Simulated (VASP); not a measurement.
Energy against volume of GaSb (zinc blende). Level of theory: revPBE GGA, VASP's PBE PAW potentials (set 64) (plane waves; VASP). Run with 520 eV cut-off, 10×10×10 Γ-centred mesh, first-order Methfessel-Paxton smearing of 0.10 eV, potentials Ga_d Sb.

| V (Å³/atom) | E (eV/atom) |
|---|---|
| 28.896 | -3.38694 |
| 29.819 | -3.39952 |
| 30.741 | -3.40353 |
| 31.663 | -3.40034 |

Q: Fit these four points and predict the energy of the run at 32.585 Å³/atom.

A: A cubic in V^(−2/3), the third-order Birch-Murnaghan form, passes through the four points with V0 = 30.77 Å³/atom and B0 = 41 GPa, and gives -3.3911 eV/atom there. The run gave -3.3911 eV/atom, -0.0 meV/atom from the fit; all five points give B0 = 41 GPa.

The compound is GaSb in the zinc blende structure. It was relaxed first, which changed the volume by +8 %.
